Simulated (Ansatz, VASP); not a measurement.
# Zn in two plane-wave programs, part 2 of 3

Aim: how closely do two programs agree when they are given the same cell, functional and k mesh? Of the first pair: The structure shown is frame 250 of Ansatz's trajectory.

VASP 6.6.1 and Ansatz 0.2.0.

So far: The starting structure; Ansatz: dynamics, PBE with D3(BJ).

## (3) VASP: single point, PBE with D3(BJ), pair 1

Level of this step: PBE with D3(BJ); plane waves and PAW (Zn) (VASP).

The same cell, functional, mesh and smearing now go to VASP, with its own data sets.

Lines of VASP's logs that name or quote its potential files are left out, and so is its time.

Input file INCAR:

```
SYSTEM = Zn
PREC = Accurate
ENCUT = 400
EDIFF = 1E-06
NELM = 120
ISMEAR = -1
SIGMA = 0.062
LREAL = Auto
ALGO = Normal
GGA = PE
IVDW = 12
NBANDS = 336
LORBIT = 11
LWAVE = .FALSE.
LCHARG = .FALSE.
ISIF = 2
LASPH = .TRUE.
GGA_COMPAT = .FALSE.
EFERMI = MIDGAP
NCORE = 2
```

Input file POSCAR:

```
Zn
1.0
    9.2567000000      0.0000000000      0.0000000000
    0.0000000000      9.2567000000      0.0000000000
    0.0000000000      0.0000000000      9.2567000000
Zn
48
Direct
    0.7509695680      0.0370758478      0.0484297860
    0.8816748949      0.2909352145      0.5204446509
    0.7830004213      0.4741322502      0.6830944073
    0.1512418032      0.7583588104      0.3904307150
    0.3736104659      0.7717329070      0.1987425324
    0.4358896799      0.0304212084      0.1583609710
    0.2664448454      0.3168623808      0.8601661499
    0.1220197263      0.5238583945      0.9923946979
    0.0357470805      0.5403869630      0.4391629846
    0.2113820260      0.2292825737      0.1300355418
    0.7575917984      0.0274287813      0.5505633757
    0.5365519029      0.8737671092      0.9611308566
    0.3343956270      0.4821372627      0.5455291843
    0.1614290190      0.6875236315      0.6535590437
    0.5095120291      0.1946373978      0.9419771625
    0.5052448497      0.3982088649      0.7800404032
    0.2621452569      0.9405187594      0.5696198429
    0.7607138613      0.1867620210      0.8227446066
    0.2513422710      0.0472522605      0.9016928279
    0.8738103212      0.8595611827      0.3019650631
    0.0810440006      0.1599598129      0.7464431169
    0.6249203280      0.8336664254      0.2335389502
    0.3721628658      0.5932999881      0.8940011019
    0.0130608100      0.0418507676      0.4522021887
    0.0607451900      0.4280791211      0.7098642065
    0.8111962146      0.7596011538      0.0403491525
    0.0169714909      0.9015631921      0.6816684131
    0.1919150453      0.7749521968      0.9599425281
    0.7879697949      0.9099030972      0.8150204717
    0.9763414608      0.4250326790      0.1692071689
    0.5990471766      0.3575248199      0.5230697765
    0.1614506250      0.2930417968      0.4565017771
    0.0271371007      0.6869078613      0.1703414824
    0.7072174749      0.6875668435      0.4842114360
    0.6667710955      0.6510203420      0.8075340024
    0.2315728067      0.5191590956      0.2694372725
    0.7402638089      0.2986485465      0.0558406344
    0.0087180097      0.9751855413      0.9610984476
    0.9475623062      0.1310186135      0.1899272959
    0.4253783746      0.7318590859      0.5424179243
    0.5482299308      0.9322436722      0.6969762442
    0.4991195566      0.5591409466      0.3530631867
    0.1663227716      0.9688225826      0.1869672778
    0.3581729990      0.1948210485      0.6140525241
    0.9265613015      0.6720645586      0.7785495911
    0.6114165955      0.5815247334      0.0787645705
    0.7557444878      0.4878736483      0.3054868366
    0.3946546826      0.3007443257      0.3345468688
```

Input file KPOINTS:

```
Automatic mesh
0
Gamma
1 1 1
0 0 0
```

Potentials, in the order of the species: Zn (PBE family, release 64).

Started as:

```bash
> mpirun -np 8 vasp_gam
```

Numbers of over 12 decimals in the logs are rounded to 6 here.

What it wrote:

```text
[banner, memory and clock lines left out]
running    8 mpi-ranks, on    1 nodes
[...]
LDA part: xc-table for (Slater+PW92), standard interpolation
 POSCAR, INCAR and KPOINTS ok, starting setup
[...]
entering main loop
       N       E                     dE             d eps       ncg     rms          rms(c)
DAV:   1     0.620827278500E+04    0.62083E+04   -0.23804E+05   672   0.260E+03
DAV:   2     0.948271100739E+03   -0.52600E+04   -0.51494E+04   672   0.653E+02
DAV:   3     0.412973502360E+02   -0.90697E+03   -0.85954E+03   688   0.211E+02
DAV:   4    -0.376984387184E+02   -0.78996E+02   -0.72254E+02   704   0.674E+01
[...]
DAV:  15    -0.337874988334E+02    0.44849E-05   -0.48118E-05   696   0.812E-02    0.101E-02
DAV:  16    -0.337875002169E+02   -0.13835E-05   -0.35183E-05   696   0.302E-02    0.877E-03
DAV:  17    -0.337875002669E+02   -0.50029E-07   -0.62452E-06   632   0.161E-02
   1 F= -.51573432E+02 E0= -.51455233E+02  d E =-.236398E+00
```

OUTCAR, selected parts (step 3):

```text
 Edisp (eV)  -17.78593

  Total      12.67392     7.96168    10.04771    -1.02963    -1.36369    -5.50927
  in kB      25.60077    16.08225    20.29594    -2.07982    -2.75460   -11.12848
  external pressure =       20.66 kB  Pullay stress =        0.00 kB

 POSITION                                       TOTAL-FORCE (eV/Angst)
 -----------------------------------------------------------------------------------
      6.95150      0.34320      0.44830        -0.830751     -0.495718      0.486661
      8.16140      2.69310      4.81760         0.475677     -0.337343      0.144440
      7.24800      4.38890      6.32320         0.229447     -1.271834     -0.773655
      1.40000      7.01990      3.61410         0.541460      1.371948     -0.060154
      3.45840      7.14370      1.83970        -0.620352     -0.748297      0.138200
      4.03490      0.28160      1.46590         0.000631      0.731834     -0.116283
      2.46640      2.93310      7.96230        -0.238546      0.442877      0.019740
      1.12950      4.84920      9.18630         0.835909     -0.499301     -1.387289
      0.33090      5.00220      4.06520        -1.428438     -0.699787      0.715353
      1.95670      2.12240      1.20370        -0.115802      0.415872      0.017468
      7.01280      0.25390      5.09640         0.385561      0.281255     -0.180209
      4.96670      8.08820      8.89690        -0.099242     -0.237449     -0.165328
      3.09540      4.46300      5.04980        -0.588974     -0.085994      0.867224
      1.49430      6.36420      6.04980         0.537013     -0.963188     -0.231597
[...]
-----------------------------------------------------------------------------------
    total drift:                               -0.008411     -0.015862     -0.008226

  FREE ENERGIE OF THE ION-ELECTRON SYSTEM (eV)
  ---------------------------------------------------
  free  energy   TOTEN  =       -51.5734322001 eV

  energy  without entropy=      -51.3370337488  energy(sigma->0) =      -51.45523297

[... 3 further parts left out ...]
[key lines of the parts left out:]
E-fermi :   2.4336
```

The gap is under twice the smearing width, so the edge states are partly filled and the run can't tell a small gap from a semimetal.

## (4) Side by side

Known differences besides the potentials themselves: the cutoff is 420 eV in Ansatz and 400 eV in VASP (PREC = Accurate, projectors in real space). Total energies have different zeros and are not compared.

Forces on 8 of the 48 atoms, those with the largest forces and the largest differences (eV/Å; atoms numbered as in POSCAR):

```tsv
atom	Ansatz x, y, z	VASP x, y, z
Zn3	0.220, -1.251, -0.767	0.229, -1.272, -0.774
Zn4	0.532, 1.350, -0.064	0.541, 1.372, -0.060
Zn8	0.828, -0.491, -1.362	0.836, -0.499, -1.387
Zn9	-1.400, -0.691, 0.702	-1.428, -0.700, 0.715
Zn19	1.187, -0.164, 0.462	1.208, -0.168, 0.459
Zn30	-0.300, -1.323, 0.908	-0.311, -1.344, 0.915
Zn35	-1.600, 1.049, 0.894	-1.631, 1.065, 0.903
Zn37	0.280, 0.851, 0.802	0.279, 0.876, 0.818
```

The forces differ by 11 meV/Å r.m.s., which is 1.9 % of the r.m.s. force of 0.553 eV/Å (both taken over all components).

## (5) Ansatz: dynamics, PBE with D3(BJ)

One frame of this run of dynamics is then solved in both programs, so the motion causes no difference.

The structure compared here is frame 500 of Ansatz's trajectory.

Input file input.yaml:

```yaml
crystal:
  lattice:
    - [9.2567, 0.0, 0.0]
    - [0.0, 9.2567, 0.0]
    - [0.0, 0.0, 9.2567]
  atoms:
    - { symbol: Zn, position: [0.48697, 0.96668, 0.13268] }
    - { symbol: Zn, position: [0.87904, 0.37123, 0.3759] }
    - { symbol: Zn, position: [0.71297, 0.44338, 0.58917] }
    - { symbol: Zn, position: [0.11388, 0.84366, 0.46585] }
    - { symbol: Zn, position: [0.37313, 0.84257, 0.33801] }
    - { symbol: Zn, position: [0.41606, 0.10486, 0.37256] }
    - { symbol: Zn, position: [0.27013, 0.27322, 0.79124] }
    - { symbol: Zn, position: [0.2472, 0.44232, 0.99366] }
    - { symbol: Zn, position: [0.91117, 0.67052, 0.5219] }
    - { symbol: Zn, position: [0.30044, 0.1882, 0.03916] }
    - { symbol: Zn, position: [0.54389, 0.12234, 0.63833] }
    - { symbol: Zn, position: [0.7714, 0.74827, 0.97442] }
    - { symbol: Zn, position: [0.12845, 0.51916, 0.49211] }
    - { symbol: Zn, position: [0.08562, 0.56618, 0.82218] }
    - { symbol: Zn, position: [0.52263, 0.25864, 0.87559] }
    - { symbol: Zn, position: [0.47853, 0.45791, 0.70878] }
    - { symbol: Zn, position: [0.21292, 0.82765, 0.7096] }
    - { symbol: Zn, position: [0.76208, 0.25245, 0.76413] }
    - { symbol: Zn, position: [0.17171, 0.00337, 0.90225] }
    - { symbol: Zn, position: [0.86718, 0.89263, 0.38694] }
    - { symbol: Zn, position: [0.29236, 0.05365, 0.59962] }
    - { symbol: Zn, position: [0.68016, 0.80716, 0.2146] }
    - { symbol: Zn, position: [0.33865, 0.6374, 0.8418] }
    - { symbol: Zn, position: [0.91894, 0.08666, 0.55968] }
    - { symbol: Zn, position: [0.9633, 0.39923, 0.65892] }
    - { symbol: Zn, position: [0.01859, 0.68842, 0.04591] }
    - { symbol: Zn, position: [0.77983, 0.88378, 0.65438] }
    - { symbol: Zn, position: [0.24578, 0.83706, 0.09872] }
    - { symbol: Zn, position: [0.83238, 0.02763, 0.88949] }
    - { symbol: Zn, position: [0.18199, 0.39782, 0.2625] }
    - { symbol: Zn, position: [0.6186, 0.26763, 0.41687] }
    - { symbol: Zn, position: [0.09787, 0.25791, 0.46946] }
    - { symbol: Zn, position: [0.14852, 0.66606, 0.27417] }
    - { symbol: Zn, position: [0.67007, 0.63752, 0.4161] }
    - { symbol: Zn, position: [0.83114, 0.6019, 0.7635] }
    - { symbol: Zn, position: [0.37453, 0.61269, 0.14935] }
    - { symbol: Zn, position: [0.95047, 0.23022, 0.16483] }
    - { symbol: Zn, position: [0.0181, 0.20409, 0.82744] }
    - { symbol: Zn, position: [0.70201, 0.06335, 0.27269] }
    - { symbol: Zn, position: [0.42766, 0.65755, 0.51767] }
    - { symbol: Zn, position: [0.53786, 0.82693, 0.74213] }
    - { symbol: Zn, position: [0.44771, 0.45635, 0.34856] }
    - { symbol: Zn, position: [0.1738, 0.11795, 0.2594] }
    - { symbol: Zn, position: [0.34783, 0.30415, 0.53919] }
    - { symbol: Zn, position: [0.97372, 0.81633, 0.81978] }
    - { symbol: Zn, position: [0.6362, 0.49842, 0.92207] }
    - { symbol: Zn, position: [0.68079, 0.46574, 0.1798] }
    - { symbol: Zn, position: [0.53215, 0.22909, 0.15799] }
kpoints:
  mp_grid: { grid: [1, 1, 1] }
hamiltonian:
  xc: pbe
  dispersion: d3bj
scf:
  occupations: { method: fermi_dirac, width: 0.062 }
output:
  forces: true
  stress: true
md:
  timestep: 4.0
  n_steps: 750
  ensemble: nvt_nose_hoover
  temperature: 1223
  initial_velocities: maxwell_boltzmann
  seed: 7
  temperature_schedule:
    - { n_steps: 93, end_temperature: 1223 }
    - { n_steps: 93, end_temperature: 723 }
```

Started as:

```bash
> ansatz run input.yaml --threads 4 --pin off --max-ram 15360MiB --backend cpu --events-out ev --progress --plain --runs-dir out
```

What it wrote:

```text
[...]
Crystal: 48 atoms, lattice volume = 793.174 Å³
Basis set: ecut = 420 eV, 15515 PW (Γ), exchange–correlation on 128×128×128 points (8 copies of the dense FFT grid, shifted against one another)
Bands: 346, of which v1, the nominal top of the filled ones, is band 288 counted from 1 (287 counted from 0)
Symmetry: 1 space group operations
k-points: 1
[...]
atom  48  Zn     2.19947943     0.38586663     1.16598466
  max |Σ_I F_I| component: 6.59e-6 eV/Å
--- Stress (GPa, compression-positive) ---
        2.111169      -0.059468      -1.158563
       -0.059468       3.032077       1.405324
       -1.158563       1.405325       2.208484
  P = ⅓ Tr σ = 2.4506 GPa (24.506 kbar)
--- MD trajectory: 750 steps, t = 0.0 → 3000.0 fs ---
[...]
conserved energy: peak-to-peak 3.553e-2 eV (7.403e-4 eV/atom) over 3000.0 fs
[key lines of the parts left out:]
SCF converged after 8 iterations
Free energy (F): -159311.582496 eV
Fermi energy:    9.722152 eV
```

## (6) VASP: single point, PBE with D3(BJ), pair 2

The same cell, functional, mesh and smearing now go to VASP, with its own data sets.

INCAR is that of step 3.

Input file POSCAR:

```
Zn
1.0
    9.2567000000      0.0000000000      0.0000000000
    0.0000000000      9.2567000000      0.0000000000
    0.0000000000      0.0000000000      9.2567000000
Zn
48
Direct
    0.7252152495      0.9786749057      0.1372195275
    0.8740479869      0.2583318029      0.4986118163
    0.7214774164      0.4717771992      0.5850249009
    0.1006298141      0.7830436333      0.4886082513
    0.3639742025      0.6679702270      0.1406440740
    0.4631456134      0.9905905992      0.1165858243
    0.2123542947      0.3336070090      0.8533170568
    0.1868916569      0.4612874999      0.0972376765
    0.9854699839      0.5403221450      0.4788855640
    0.2229952359      0.1789730682      0.0945693390
    0.6369980663      0.0463232037      0.4076398717
    0.5210712241      0.8072315188      0.9559886353
    0.4259077209      0.4664081152      0.5990903886
    0.1420592652      0.5704732788      0.6875344345
    0.5921008567      0.1196970843      0.9052037983
    0.4927565979      0.3882809208      0.9131331900
    0.2844210140      0.9664675316      0.6072250370
    0.0970972377      0.1517819525      0.7005520326
    0.2811044973      0.9983795521      0.8995646397
    0.8503678417      0.8983330993      0.3597070230
    0.2638737347      0.2507913187      0.5191590956
    0.5828318947      0.7991724913      0.2735964221
    0.3493253535      0.5842902978      0.8645089503
    0.0546847149      0.0439357438      0.4330917065
    0.9660570182      0.4089794419      0.7354240712
    0.9246707790      0.8498492983      0.0614365811
    0.0161072520      0.9233852237      0.8049304828
    0.1722103990      0.7662557931      0.9515270021
    0.7604761956      0.9007745741      0.8575626303
    0.8891181523      0.4300560675      0.1737012110
    0.5777328854      0.2795488673      0.4743050979
    0.0996143334      0.3320513790      0.3168731837
    0.0393228688      0.6636922445      0.2350513682
    0.6616180712      0.8072747307      0.5587088271
    0.6337247615      0.6441388400      0.7735478086
    0.2515259218      0.5519137490      0.4106755107
    0.7730508713      0.2628258451      0.0266833753
    0.8434431277      0.1679432195      0.7681031037
    0.9201335249      0.1703306794      0.2463837005
    0.3820475980      0.7430833882      0.5964004451
    0.5518381281      0.9750018905      0.6959067486
    0.5259973857      0.5439195394      0.3548240734
    0.1327038794      0.9560642562      0.1836399581
    0.4127064721      0.1975109920      0.7526116219
    0.8973284216      0.6991260384      0.6704657167
    0.6516793242      0.5197856688      0.1025095336
    0.7751574535      0.6443332937      0.3178130435
    0.3873194551      0.3339743105      0.2753140968
```

KPOINTS is that of step 3.

Started as:

```bash
> mpirun -np 8 vasp_gam
```

What it wrote:

```text
[... set-up lines as in an earlier step ...]
 entering main loop
       N       E                     dE             d eps       ncg     rms          rms(c)
DAV:   1     0.640425045962E+04    0.64043E+04   -0.23848E+05   672   0.260E+03
DAV:   2     0.100033012966E+04   -0.54039E+04   -0.52849E+04   672   0.665E+02
DAV:   3     0.495968151300E+02   -0.95073E+03   -0.89918E+03   680   0.214E+02
DAV:   4    -0.376834192722E+02   -0.87280E+02   -0.79444E+02   720   0.691E+01
[...]
DAV:  15    -0.345251948766E+02    0.22651E-05   -0.68882E-05   688   0.805E-02    0.130E-02
DAV:  16    -0.345251974882E+02   -0.26115E-05   -0.49581E-05   688   0.293E-02    0.107E-02
DAV:  17    -0.345251977198E+02   -0.23168E-06   -0.84994E-06   648   0.180E-02
   1 F= -.52274616E+02 E0= -.52187137E+02  d E =-.174957E+00
```

Parts of OUTCAR (step 6):

```text
 Edisp (eV)  -17.74942

  Total      14.36592    21.22331     8.92080    -0.69775     5.49895    -0.66162
  in kB      29.01854    42.87016    18.01964    -1.40942    11.10763    -1.33645
  external pressure =       29.97 kB  Pullay stress =        0.00 kB

 POSITION                                       TOTAL-FORCE (eV/Angst)
 -----------------------------------------------------------------------------------
      6.71310      9.05930      1.27020        -0.481409      1.239479     -0.493501
      8.09080      2.39130      4.61550        -0.258375      0.028514      0.153920
      6.67850      4.36710      5.41540         0.211408      0.349336     -0.002643
      0.93150      7.24840      4.52290         0.278245      0.541836      0.072097
      3.36920      6.18320      1.30190         0.004940      0.444747      0.239527
      4.28720      9.16960      1.07920        -1.184287      0.866951      0.502921
      1.96570      3.08810      7.89890        -0.144097      0.518327      0.226945
      1.73000      4.27000      0.90010        -0.142363      0.191623     -0.404704
      9.12220      5.00160      4.43290        -0.627585     -0.715017     -0.922234
      2.06420      1.65670      0.87540         0.719393      0.757301     -0.007814
      5.89650      0.42880      3.77340         0.157386      0.005441     -0.022595
      4.82340      7.47230      8.84930        -0.076597     -0.706547     -0.454109
      3.94250      4.31740      5.54560         0.262564     -0.183336      1.132010
      1.31500      5.28070      6.36430         1.554776      1.081074      0.211133
[...]
-----------------------------------------------------------------------------------
    total drift:                                0.013401      0.002273     -0.003645

  FREE ENERGIE OF THE ION-ELECTRON SYSTEM (eV)
  ---------------------------------------------------
  free  energy   TOTEN  =       -52.2746158358 eV

  energy  without entropy=      -52.0996585172  energy(sigma->0) =      -52.18713718

[... 2 parts as in an earlier step ...]

[... 1 further part left out ...]
[key lines of the parts left out:]
E-fermi :   2.4361
```

The run ends at a pressure of 3.00 GPa, with forces up to 1.9 eV/Å.

## (7) Comparison

Forces on 7 of the 48 atoms, those with the largest forces and the largest differences (eV/Å; atoms numbered as in POSCAR):

```tsv
atom	Ansatz x, y, z	VASP x, y, z
Zn1	-0.475, 1.221, -0.487	-0.481, 1.239, -0.494
Zn6	-1.163, 0.844, 0.479	-1.184, 0.867, 0.503
Zn14	1.526, 1.065, 0.207	1.555, 1.081, 0.211
Zn17	-1.033, 1.171, 0.035	-1.043, 1.194, 0.033
Zn34	1.074, -1.035, -1.177	1.087, -1.058, -1.195
Zn39	-0.838, -1.198, -0.632	-0.857, -1.218, -0.646
Zn44	-0.698, 0.110, -1.402	-0.704, 0.118, -1.428
```

The forces differ by 11 meV/Å r.m.s., which is 1.9 % of the r.m.s. force of 0.590 eV/Å (both taken over all components).

## (8) Ansatz: dynamics, PBE with D3(BJ)

One frame of this run of dynamics is then solved in both programs, so the motion causes no difference.

The structure compared here is frame 750 of Ansatz's trajectory.

input.yaml is that of step 5.

Started as:

```bash
> ansatz run input.yaml --threads 4 --pin off --max-ram 15360MiB --backend cpu --events-out ev --progress --plain --runs-dir out
```

What it wrote:

```text
[...]
Crystal: 48 atoms, lattice volume = 793.174 Å³
Basis set: ecut = 420 eV, 15515 PW (Γ), exchange–correlation on 128×128×128 points (8 copies of the dense FFT grid, shifted against one another)
Bands: 346, of which v1, the nominal top of the filled ones, is band 288 counted from 1 (287 counted from 0)
Symmetry: 1 space group operations
k-points: 1
[...]
atom  48  Zn     2.19947943     0.38586663     1.16598466
  max |Σ_I F_I| component: 6.59e-6 eV/Å
--- Stress (GPa, compression-positive) ---
        2.111169      -0.059468      -1.158563
       -0.059468       3.032077       1.405324
       -1.158563       1.405325       2.208484
  P = ⅓ Tr σ = 2.4506 GPa (24.506 kbar)
--- MD trajectory: 750 steps, t = 0.0 → 3000.0 fs ---
[...]
conserved energy: peak-to-peak 3.553e-2 eV (7.403e-4 eV/atom) over 3000.0 fs
[key lines of the parts left out:]
SCF converged after 8 iterations
Free energy (F): -159311.582496 eV
Fermi energy:    9.722152 eV
```

(Part 2 of 3 ends here.)

[Lines on the potential files, build, host, timing and source positions are cut from VASP's logs without a mark.]

[Logs are printed without paths, hosts, clocks, repeated set-up lines and the standing remarks that a program may print on its own settings, such as how far it seeks lower states.]

[Hosts, paths, dates, database ids (printed as entryN), source tags and the programs' standing remarks are cut or masked in the printed files.]
